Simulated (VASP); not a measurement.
Method: PBEsol GGA with spin-orbit coupling, VASP's PBE PAW potentials (set 64) (plane waves; VASP 6.6.1).

The input files of a VASP run:

**POSCAR**
```
Ce
1
    1.5146846156    -3.0377803811     0.0000000000
    1.5146846156     3.0377803811    -0.0000000000
    0.0000000000    -0.0000000000     5.1250887941
Ce
2
Direct
  0.9032938226   0.0967061774   0.2500000000
  0.0967061774   0.9032938226   0.7500000000
```

### KPOINTS_OPT
```
k-points along high-symmetry lines
5
Line-mode
Reciprocal
  0.000000   0.000000   0.000000 ! GAMMA
 -0.500000   0.500000   0.000000 ! Y

 -0.500000   0.500000   0.000000 ! Y
 -0.316323   0.683677   0.000000 ! C_0

  0.316323   0.316323   0.000000 ! SIGMA_0
  0.000000   0.000000   0.000000 ! GAMMA

  0.000000   0.000000   0.000000 ! GAMMA
  0.000000   0.000000   0.500000 ! Z

  0.000000   0.000000   0.500000 ! Z
  0.316323   0.316323   0.500000 ! A_0

 -0.316323   0.683677   0.500000 ! E_0
 -0.500000   0.500000   0.500000 ! T

 -0.500000   0.500000   0.500000 ! T
 -0.500000   0.500000   0.000000 ! Y

  0.000000   0.000000   0.000000 ! GAMMA
  0.000000   0.500000   0.000000 ! S

  0.000000   0.500000   0.000000 ! S
  0.000000   0.500000   0.500000 ! R

  0.000000   0.500000   0.500000 ! R
  0.000000   0.000000   0.500000 ! Z

  0.000000   0.000000   0.500000 ! Z
 -0.500000   0.500000   0.500000 ! T
```

KPOINTS:
```
K-points
0
G
  12 12 7
0 0 0
```

INCAR:
```
# general
SYSTEM    =Ce
PREC      =Accurate
ENCUT     =400
LREAL     =F
LASPH     =T   # aspherical one-centre terms

# electronic loop
EDIFF     =1E-6
NELM      =100
ALGO      =Normal   # blocked Davidson
LMAXMIX   =6

# smearing
ISMEAR    =0
SIGMA     =0.05

# functional
GGA       =PS
GGA_COMPAT=F

# spin
MAGMOM    =0 0 0 0 0 0
LSORBIT   =T

# output
LWAVE     =F
LCHARG    =F
```

POTCAR, in this order: Ce (PBE.64 set). Program: vasp_ncl.

The resulting files:

**OSZICAR**
```
       N       E                     dE             d eps       ncg     rms          rms(c)
DAV:   1     0.259209101094E+03    0.25921E+03   -0.77004E+03 11008   0.156E+03
DAV:   2     0.377199927280E+02   -0.22149E+03   -0.21487E+03 14984   0.367E+02
DAV:   3    -0.104820225559E+02   -0.48202E+02   -0.46760E+02 17240   0.182E+02
DAV:   4    -0.147940589458E+02   -0.43120E+01   -0.39761E+01 20368   0.509E+01
DAV:   5    -0.152611241155E+02   -0.46707E+00   -0.44718E+00 21400   0.170E+01    0.216E+01
DAV:   6    -0.143903962079E+02    0.87073E+00   -0.19790E+01 15352   0.338E+01    0.569E+00
DAV:   7    -0.141245585279E+02    0.26584E+00   -0.13682E+01 19192   0.323E+01    0.957E+00
DAV:   8    -0.138556402530E+02    0.26892E+00   -0.22118E+00 18008   0.129E+01    0.769E-01
DAV:   9    -0.138800779732E+02   -0.24438E-01   -0.30749E-01 21856   0.427E+00    0.870E-01
DAV:  10    -0.138887801025E+02   -0.87021E-02   -0.65717E-02 21496   0.214E+00    0.708E-01
DAV:  11    -0.138910245138E+02   -0.22444E-02   -0.20351E-02 21840   0.104E+00    0.714E-01
DAV:  12    -0.138926027355E+02   -0.15782E-02   -0.10358E-02 19832   0.102E+00    0.124E+00
DAV:  13    -0.138908480997E+02    0.17546E-02   -0.32716E-02 17872   0.190E+00    0.205E-01
DAV:  14    -0.138910825054E+02   -0.23441E-03   -0.21416E-03 20408   0.444E-01    0.473E-02
DAV:  15    -0.138911411300E+02   -0.58625E-04   -0.58813E-04 21400   0.185E-01    0.252E-02
DAV:  16    -0.138911627023E+02   -0.21572E-04   -0.21079E-04 20272   0.110E-01    0.138E-02
DAV:  17    -0.138911691179E+02   -0.64156E-05   -0.76461E-05 18120   0.670E-02    0.657E-03
DAV:  18    -0.138911719466E+02   -0.28286E-05   -0.30453E-05 16760   0.395E-02    0.284E-03
DAV:  19    -0.138911731641E+02   -0.12175E-05   -0.11855E-05 12896   0.245E-02    0.282E-03
DAV:  20    -0.138911737346E+02   -0.57051E-06   -0.49795E-06 12672   0.155E-02
   1 F= -.13891174E+02 E0= -.13887893E+02  d E =-.656059E-02  mag=    -0.0000     0.0000     0.0000
       N       E                     dE             ncg
```

OUTCAR:
```
------------------------ aborting loop because EDIFF is reached ----------------------------------------
  FORCE on cell =-STRESS in cart. coord.  units (eV):
  Direction    XX          YY          ZZ          XY          YZ          ZX
  --------------------------------------------------------------------------------------
  Total        0.0236894      0.0000737     -0.0131096      0.0000000      0.0000000      0.0000000
  in kB        0.8047374      0.0025047     -0.4453375      0.0000000      0.0000000      0.0000000
  external PRESSURE =       0.1206349 kB  Pullay stress =       0.0000000 kB
  volume of cell :       47.16
      direct lattice vectors                 reciprocal lattice vectors
     1.514684616 -3.037780381  0.000000000     0.330101722 -0.164593860  0.000000000
     1.514684616  3.037780381  0.000000000     0.330101722  0.164593860  0.000000000
     0.000000000  0.000000000  5.125088794     0.000000000  0.000000000  0.195118571
 POSITION                                       TOTAL-FORCE (eV/Angst)
 -----------------------------------------------------------------------------------
      1.51468     -2.45024      1.28127         0.000000      0.012261      0.000000
      1.51468      2.45024      3.84382         0.000000     -0.012261     -0.000000
 -----------------------------------------------------------------------------------
    total drift:                               -0.000000      0.000000      0.000000
  FREE ENERGIE OF THE ION-ELECTRON SYSTEM (eV)
  ---------------------------------------------------
  free  energy   TOTEN  =       -13.8911737346 eV

  energy  without entropy=      -13.8846131414  energy(sigma->0) =      -13.88789344

 Ion:    1  E_soc:     -0.7227755

 Ion:    2  E_soc:     -0.7227755
```
(Selected blocks of OUTCAR.)

The structure comes from a measured Ce entry (Cmcm) of the Crystallography Open Database, whose conditions weren't checked. It was relaxed first.
